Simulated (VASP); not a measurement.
The input files of a VASP run:

**KPOINTS**
```
K-points
0
G
 10 10 6
```

### INCAR
```
SYSTEM = Y
PREC = Accurate
ENCUT = 400
EDIFF = 1E-6
NELM = 100
ALGO = Normal
LREAL = .FALSE.
LASPH = .TRUE.
ISMEAR = 1
SIGMA = 0.1
METAGGA = R2SCAN
LMIXTAU = .TRUE.
LMAXMIX = 4
LWAVE = .FALSE.
LCHARG = .FALSE.
IBRION = 2
ISIF = 3
NSW = 60
EDIFFG = -0.01
```

**POSCAR**
```
Y
1
    1.8250000000    -3.1609930000     0.0000000000
    1.8250000000     3.1609930000     0.0000000000
    0.0000000000     0.0000000000     5.7300000000
Y
2
Direct
  0.3333330000   0.6666670000   0.2500000000
  0.6666670000   0.3333330000   0.7500000000
```

POTCAR, in this order: Y_sv (PBE.64 set). Program: vasp_std.

Task: Translate this r2SCAN calculation to Ansatz.

Result: One equivalent input (not run):
Ansatz 0.2 input:
```yaml
crystal:
  lattice:
    - [1.8250000, -3.1609930, 0.0000000]
    - [1.8250000, 3.1609930, 0.0000000]
    - [0.0000000, 0.0000000, 5.7300000]
  atoms:
    - { symbol: Y, position: [0.3333330, 0.6666670, 0.2500000] }
    - { symbol: Y, position: [0.6666670, 0.3333330, 0.7500000] }
kpoints:
  mp_grid: { grid: [10, 10, 6] }
hamiltonian:
  xc: r2scan
  pseudopotentials: { kind: paw }
scf:
  occupations: { method: methfessel_paxton, width: 0.1 }
  max_iter: 100
relax:
  max_steps: 60
  f_tol: 0.01
  cell: {}
output: { forces: true, stress: true, eigenvalues: true }
```
Limits of the translation: each code has its own PAW files, so the cut-off isn't converted (ENCUT is set for VASP's; basis.ecutwfc is left out, and Ansatz then takes the one that its files recommend); Ansatz stops its SCF on the density residual and VASP on the energy change (EDIFF).

The compound is Y in the hcp structure. This run relaxes it. Symmetry was kept, so distortions that lower it aren't found.
